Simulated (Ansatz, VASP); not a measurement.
## GdIn in VASP and in Ansatz

```xyz
2
Lattice="3.7446 0.0000 0.0000 0.0000 3.7446 0.0000 0.0000 0.0000 3.7446" Properties=species:S:1:pos:R:3 pbc="T T T"
Gd    0.0000    0.0000    0.0000
In    1.8723    1.8723    1.8723
```

Alike in both runs: functional PBEsol; k mesh 9 × 9 × 9; occupations fermi-dirac, width 0.05 eV; collinear spin.

Ansatz relaxed the structure, and its values are those at the end. VASP's run is a single point on that final structure, the one shown.

```csv
,VASP,Ansatz
version,VASP 6.6.1,Ansatz 0.2.0
potentials or method,"VASP PAW PBE potentials, release 64 (Gd, In_d), cutoff 520 eV","all-electron LAPW, scalar-relativistic"
```

|  | VASP | Ansatz | Ansatz less VASP |
| --- | --- | --- | --- |
| pressure (GPa) | -0.1 | 0.0 | +0.07 |
| net moment per atom (μB) | 3.60 | 3.60 | 0.000 |
| size of the moment on the site where the two differ most (μB) | 6.85 | 7.10 | +0.259 |

Site moments also hang on the region over which each program counts them. Ansatz ran all-electron here, so the differences hold the error of VASP's frozen core and of both bases.

Caveats: the PAW data sets were made with another functional, which shifts forces and pressure a little (VASP). The state reached can hang on the start; a lower one may exist.
